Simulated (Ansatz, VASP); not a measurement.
One calculation of Nb3Tl, two programs

```
Nb Tl
1.0
     5.29039    0.00000    0.00000
     0.00000    5.29039    0.00000
     0.00000    0.00000    5.29039
Nb Tl
6 2
Direct
  0.25000 0.00000 0.50000
  0.50000 0.75000 0.00000
  0.75000 0.00000 0.50000
  0.50000 0.25000 0.00000
  0.00000 0.50000 0.75000
  0.00000 0.50000 0.25000
  0.00000 0.00000 0.00000
  0.50000 0.50000 0.50000
```

Alike in both runs: task single point; functional PBE; k mesh 4 × 4 × 4; no spin polarisation.

|  | VASP | Ansatz |
| --- | --- | --- |
| version | VASP 6.6.1 | Ansatz 0.2.0 |
| potentials or method | VASP PAW PBE potentials, release 64 (Nb_sv, Tl_d) | PAW plane waves |
| plane-wave cutoff (eV) | 520 | 420 |
| occupations | fermi-dirac, width 0.1 eV | fermi-dirac |
| valence electrons in the cell | 104 | 104 |

```csv
,VASP,Ansatz,Ansatz less VASP
gap on the k mesh at the Fermi level (eV),none,none,-
pressure (GPa),4.9,5.1,+0.25
```

A gap of «none» marks a metal or a gap that the smearing closes.

The runs have no spin-orbit coupling, so splittings on Tl are missing.
